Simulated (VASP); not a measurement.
# EuAgSeF (P4/nmm) in VASP: single point with LDA

Aim: the single point of EuAgSeF with LDA.

Program: VASP 6.6.1. These are calculated values, not measurements. Logs are shortened: lines on timing, memory, paths and dates and some standing lists are left out, and cuts for length are marked.

## 1. The crystal as given

It takes space group P4/nmm (No. 129, tetragonal). Conventional cell: a = 4.154 Å, b = 4.154 Å, c = 9.218 Å, α = 90.00°, β = 90.00°, γ = 90.00°. Eu (site symmetry 4mm) is surrounded by 4 F at 2.51 Å. Ag (site symmetry -4m2) is surrounded by 4 Se at 2.76 Å and 4 Ag at 2.94 Å. Se (site symmetry 4mm) has 4 Ag at 2.76 Å as nearest neighbours. F (site symmetry -4m2) is surrounded by 4 Eu at 2.51 Å.

## 2. Single point, LDA, collinear spin, typed start

File INCAR:

```
  PREC = Accurate
  ENCUT = 520
  EDIFF = 1E-6
  ISMEAR = -1
  SIGMA = 0.02
  LREAL = False
  LASPH = True
  NELM = 150
  ALGO = Fast
  ISIF = 2
  LWAVE = False
  LCHARG = False
  ISPIN = 2
  MAGMOM = 7 7 0 0 0 0 0 0
  LORBIT = 11
  LMAXMIX = 6
  GGA = CA
  NBANDS = 55
```

File KPOINTS:

```
Automatic mesh
0
Gamma
  5 5 3
```

File POSCAR:

```
EuAgSeF
1.0
    4.1542700000      0.0000000000      0.0000000000
    0.0000000000      4.1542700000      0.0000000000
    0.0000000000      0.0000000000      9.2183000000
Eu Ag Se F
2 2 2 2
Direct
    0.5000000000      0.0000000000      0.3475800000
    0.0000000000      0.5000000000      0.6524200000
    0.0000000000      0.0000000000      0.0000000000
    0.5000000000      0.5000000000      0.0000000000
    0.0000000000      0.5000000000      0.1968000000
    0.5000000000      0.0000000000      0.8032000000
    0.0000000000      0.0000000000      0.5000000000
    0.5000000000      0.5000000000      0.5000000000
```

Potentials or basis: VASP PAW PBE potentials, release 64 (Eu, Ag, Se, F).

Run with:

```
$ cat potpaw_PBE.64/Eu/POTCAR potpaw_PBE.64/Ag/POTCAR potpaw_PBE.64/Se/POTCAR potpaw_PBE.64/F/POTCAR > POTCAR
$ mpirun -np 1 vasp_std > vasp.out
```

OUTCAR:

```text
PREC = Accurate
   ENCUT = 520
   EDIFF = 1E-6
   ISMEAR = -1
   LREAL = False
   LASPH = True
   NELM = 150
   ISIF = 2
   ISPIN = 2
   LORBIT = 11
   GGA = CA

 ion  position               nearest neighbor table
   1  0.500  0.000  0.348-   7 2.51   8 2.51   8 2.51   7 2.51
   2  0.000  0.500  0.652-   7 2.51   8 2.51   7 2.51   8 2.51
   3  0.000  0.000  0.000-   5 2.76   6 2.76   5 2.76   6 2.76   4 2.94   4 2.94   4 2.94   4 2.94

   4  0.500  0.500  0.000-   5 2.76   6 2.76   6 2.76   5 2.76   3 2.94   3 2.94   3 2.94   3 2.94

   5  0.000  0.500  0.197-   3 2.76   4 2.76   3 2.76   4 2.76
   6  0.500  0.000  0.803-   3 2.76   4 2.76   4 2.76   3 2.76
   7  0.000  0.000  0.500-   1 2.51   2 2.51   2 2.51   1 2.51
   8  0.500  0.500  0.500-   1 2.51   2 2.51   1 2.51   2 2.51

  LATTYP: Found a simple tetragonal cell.
 ALAT       =     4.1542700000
 C/A-ratio  =     2.2189939508

  Lattice vectors:

 A1 = (   4.1542700000,   0.0000000000,   0.0000000000)
 A2 = (   0.0000000000,   4.1542700000,   0.0000000000)
 A3 = (   0.0000000000,   0.0000000000,   9.2183000000)

Analysis of symmetry for initial positions (statically):
=====================================================================
 Subroutine PRICEL returns:
 Original cell was already a primitive cell.

 Routine SETGRP: Setting up the symmetry group for a
 simple tetragonal supercell.

 Subroutine GETGRP returns: Found 16 space group operations
 (whereof  8 operations were pure point group operations)
 out of a pool of 16 trial point group operations.

The static configuration has the point symmetry D_2d.
 The point group associated with its full space group is D_4h.

Analysis of symmetry for dynamics (positions and initial velocities):
=====================================================================
 Subroutine PRICEL returns:
 Original cell was already a primitive cell.

 Routine SETGRP: Setting up the symmetry group for a
 simple tetragonal supercell.

 Subroutine GETGRP returns: Found 16 space group operations
 (whereof  8 operations were pure point group operations)
 out of a pool of 16 trial point group operations.

The dynamic configuration has the point symmetry D_2d.
 The point group associated with its full space group is D_4h.

Analysis of structural, dynamic, and magnetic symmetry:
=====================================================================
 Subroutine PRICEL returns:
 Original cell was already a primitive cell.

 Routine SETGRP: Setting up the symmetry group for a
 simple tetragonal supercell.

 Subroutine GETGRP returns: Found 16 space group operations
 (whereof  8 operations were pure point group operations)
 out of a pool of 16 trial point group operations.

The overall configuration has the point symmetry D_2d.
 The point group associated with its full space group is D_4h.

 Subroutine INISYM returns: Found 16 space group operations
 (whereof  8 operations are pure point group operations),
 and found     1 'primitive' translations

----------------------------------------------------------------------------------------

                                     Primitive cell

  volume of cell :     159.0890

  direct lattice vectors                    reciprocal lattice vectors
     4.154270000  0.000000000  0.000000000     0.240716179  0.000000000  0.000000000
     0.000000000  4.154270000  0.000000000     0.000000000  0.240716179  0.000000000
     0.000000000  0.000000000  9.218300000     0.000000000  0.000000000  0.108479872

  length of vectors
     4.154270000  4.154270000  9.218300000     0.240716179  0.240716179  0.108479872

  position of ions in fractional coordinates (direct lattice)
     0.500000000  0.000000000  0.347580000
     0.000000000  0.500000000  0.652420000
     0.000000000  0.000000000  0.000000000
     0.500000000  0.500000000  0.000000000
     0.000000000  0.500000000  0.196800000
     0.500000000  0.000000000  0.803200000
     0.000000000  0.000000000  0.500000000
[... 57 lines left out ...]
   dimension x,y,z NGXF=    64 NGYF=   64 NGZF=  140
   ions per type =               2   2   2   2
   NGX,Y,Z   is equivalent  to a cutoff of  12.81, 12.81, 12.62 a.u.
   NGXF,Y,Z  is equivalent  to a cutoff of  25.61, 25.61, 25.25 a.u.
 SYSTEM =  unknown system
   PREC   = accura    normal or accurate (medium, high low for compatibility)
   ISTART =      0    job   : 0-new  1-cont  2-samecut
   ICHARG =      2    charge: 1-file 2-atom 10-const
   ISPIN  =      2    spin polarized calculation?
   LNONCOLLINEAR =      F non collinear calculations
   LSORBIT =      F    spin-orbit coupling
   LASPH  =      T    aspherical Exc in radial PAW
   ENCUT  =  520.0 eV  38.22 Ry    6.18 a.u.   7.72  7.72 17.14*2*pi/ulx,y,z
   NELM   =    150;   NELMIN=  2; NELMDL= -5     # of ELM steps
   EDIFF  = 0.1E-05   stopping-criterion for ELM
   LREAL  =      F    real-space projection
   EDIFFG = 0.1E-04   stopping-criterion for IOM
   NSW    =      0    number of steps for IOM
   IBRION =     -1    ionic relax: 0-MD 1-quasi-New 2-CG
   NFREE  =      0    steps in history (QN), initial steepest desc. (CG)
   ISIF   =      2    stress and relaxation
   ISYM   =      2    0-nonsym 1-usesym 2-fastsym
   POTIM  = 0.5000    time-step for ionic-motion
   TEBEG  =    0.0;   TEEND  =   0.0 temperature during run
   PSTRESS=    0.0 pullay stress
   NELECT =      82.0000    total number of electrons
   NUPDOWN=      -1.0000    fix difference up-down
   EMIN   =  10.00;   EMAX   =-10.00  energy-range for DOS
   EFERMI =   0.00;   METHOD = LEGACY
   ISMEAR =    -1;   SIGMA  =   0.02  broadening in eV -4-tet -1-fermi 0-gaus
   EFERMI_NEDOS =   21; number of points for ismear=-14 and -15
   IALGO  =     68    algorithm
   IMIX   =      4    mixing-type and parameters
     AMIX     =   0.40;   BMIX     =  1.00
     AMIX_MAG =   1.60;   BMIX_MAG =  1.00
  volume/ion in A,a.u.               =      19.89       134.20
  Fermi-wavevector in a.u.,A,eV,Ry     =   1.312601  2.480456 23.441764  1.722921
  Thomas-Fermi vector in A             =   2.442982
   LORBIT       =     11    0 simple, 1 ext, 2 COOP (PROOUT), +10 PAW based schemes
   GGA     = CA    functional components
   LHFCALC =     F    Hartree Fock is set to
   AEXX    =    0.0000 exact exchange contribution
   IVDW    =     0    specifies the selected vdW correction
   LEPSILON=     F    determine dielectric tensor
   LRPA    =     F    only Hartree local field effects (RPA)
 spin polarized calculation
 RMM-DIIS sequential band-by-band and
  energy-cutoff  :      520.00
  volume of cell :      159.09
 maximum number of plane-waves:      4298
 NGX is ok and might be reduce to    32
   NGX = 15   NGY = 15   NGZ = 35

 number of electron      82.0000017 magnetization      13.9199844

 Free energy of the ion-electron system (eV)
  ---------------------------------------------------
  ext. energy  EPLUGINS =         0.00000000
  ---------------------------------------------------
  free energy    TOTEN  =       -59.43752844 eV

  energy without entropy =      -59.42988733  energy(sigma->0) =      -59.43370788

 E-fermi :   5.1944     XC(G=0): -10.8169

 val. band max:        5.1432089446   @ k =   0.0000   0.0000   0.0000
 cond. band min:       5.3597397236   @ k =   0.2000   0.0000   0.0000
 fundamental gap:      0.2165307790
 Fermi energy:         5.1943691908

 spin component 1

 k-point     1 :       0.0000    0.0000    0.0000
  band No.  band energies     occupation
      1     -36.1633      1.00000
      2     -36.1399      1.00000
      3     -20.1396      1.00000
      4     -19.6645      1.00000
      5     -15.1693      1.00000
      6     -15.1693      1.00000
[... 661 lines left out ...]
     52       7.6228      0.00000
     53       8.1520      0.00000
 Fermi energy:         5.1943691908

 spin component 2

 k-point     1 :       0.0000    0.0000    0.0000
  band No.  band energies     occupation
      1     -33.3668      1.00000
      2     -33.3322      1.00000
      3     -20.0725      1.00000
      4     -19.6736      1.00000
      5     -13.1249      1.00000
      6     -13.1249      1.00000
[... 661 lines left out ...]
     52       9.5014      0.00000
     53       9.5052      0.00000
 [bands above 53 left out]

------------------------ aborting loop because EDIFF is reached ----------------------------------------

  FORCE on cell =-STRESS in cart. coord.  units (eV):
  Direction    XX          YY          ZZ          XY          YZ          ZX
  --------------------------------------------------------------------------------------
  -------------------------------------------------------------------------------------
  Total       -6.2757947     -6.2757947     -5.0974269      0.0000000      0.0000000      0.0000000
  in kB      -63.2031956    -63.2031956    -51.3359157      0.0000000      0.0000000      0.0000000
  external PRESSURE =     -59.2474357 kB  Pullay stress =       0.0000000 kB

 VOLUME and BASIS-vectors are now :
 -----------------------------------------------------------------------------
  energy-cutoff  :      520.00
  volume of cell :      159.09
      direct lattice vectors                 reciprocal lattice vectors
     4.154270000  0.000000000  0.000000000     0.240716179  0.000000000  0.000000000
     0.000000000  4.154270000  0.000000000     0.000000000  0.240716179  0.000000000
     0.000000000  0.000000000  9.218300000     0.000000000  0.000000000  0.108479872

 POSITION                                       TOTAL-FORCE (eV/Angst)
 -----------------------------------------------------------------------------------
      2.07714      0.00000      3.20410        -0.000000      0.000000      0.036233
      0.00000      2.07714      6.01420        -0.000000     -0.000000     -0.036233
      0.00000      0.00000      0.00000         0.000000     -0.000000      0.000000
      2.07714      2.07714      0.00000        -0.000000     -0.000000      0.000000
      0.00000      2.07714      1.81416        -0.000000      0.000000      0.184644
      2.07714      0.00000      7.40414        -0.000000     -0.000000     -0.184644
      0.00000      0.00000      4.60915        -0.000000     -0.000000      0.000000
      2.07714      2.07714      4.60915        -0.000000     -0.000000      0.000000
 -----------------------------------------------------------------------------------
    total drift:                               -0.000000     -0.000000      0.000000

  FREE ENERGIE OF THE ION-ELECTRON SYSTEM (eV)
  ---------------------------------------------------
  free  energy   TOTEN  =       -59.4375284361 eV

  energy  without entropy=      -59.4298873336  energy(sigma->0) =      -59.43370788

 total charge

# of ion       s       p       d       f       tot
--------------------------------------------------
    1        2.014   5.706   0.237   6.729  14.686
    2        2.014   5.706   0.237   6.729  14.686
    3        0.335   0.281   9.230   0.000   9.847
    4        0.335   0.281   9.230   0.000   9.847
    5        1.452   2.340   0.029   0.000   3.822
    6        1.452   2.340   0.029   0.000   3.822
    7        1.726   4.334   0.000   0.000   6.060
    8        1.726   4.334   0.000   0.000   6.060
--------------------------------------------------
tot         11.055  25.321  18.993  13.459  68.828

 magnetization (x)

# of ion       s       p       d       f       tot
--------------------------------------------------
    1       -0.010  -0.091   0.041   6.690   6.630
    2       -0.010  -0.091   0.041   6.690   6.630
    3        0.008   0.002   0.000   0.000   0.010
    4        0.008   0.002   0.000   0.000   0.010
    5        0.003  -0.012   0.003   0.000  -0.006
    6        0.003  -0.012   0.003   0.000  -0.006
    7       -0.000  -0.011   0.000   0.000  -0.012
    8       -0.000  -0.011   0.000   0.000  -0.012
--------------------------------------------------
tot          0.001  -0.226   0.089  13.379  13.243
```

It took 28 min on 1 thread of Intel Xeon Platinum 8488C (Sapphire Rapids), shared host; peak memory 0.32 GiB.

What came out:

```
Free energy                                           : -59.4375 eV
Pressure                                              : -5.9 GPa
Largest force                                         : 0.185 eV/Å
Band gap on the k mesh                                : none (metal or under the smearing width)
Net moment                                            : 13.92 μB per cell
Site moments                                          : Eu +6.63; Ag +0.01; Se -0.01; F -0.01 μB
Valence electrons inside the program's atomic spheres : Eu 14.69; Ag 9.85; Se 3.82; F 6.06
```

Forces in eV/Å, atoms in the order of the input:
```
Eu   0.000  0.000  0.036
Eu   0.000  0.000 -0.036
Ag   0.000  0.000  0.000
Ag   0.000  0.000  0.000
Se   0.000  0.000  0.185
Se   0.000  0.000 -0.185
F    0.000  0.000  0.000
F    0.000  0.000  0.000
```

Levels at points of the mesh, in eV from the Fermi level:
Spin up:
| k point | band 46 | band 47 | band 48 | band 49 | band 50 | band 51 |
| --- | --- | --- | --- | --- | --- | --- |
| (0.00, 0.00, 0.00) | -0.11 | -0.11 | -0.05 | -0.05 | 1.07 | 1.26 |
Spin down:
| k point | band 31 | band 32 | band 33 | band 34 | band 35 | band 36 | band 37 | band 38 |
| --- | --- | --- | --- | --- | --- | --- | --- | --- |
| (0.00, 0.00, 0.00) | -2.95 | -2.70 | -1.57 | -1.57 | -0.68 | 1.30 | 1.55 | 1.84 |

Caveat: the PAW data sets were made with another functional, which shifts forces and pressure a little; spin-orbit coupling is left out, which moves the levels of the heavy elements; without U or exact exchange the open f shell lies at the Fermi level, which spoils levels, moments and volumes.
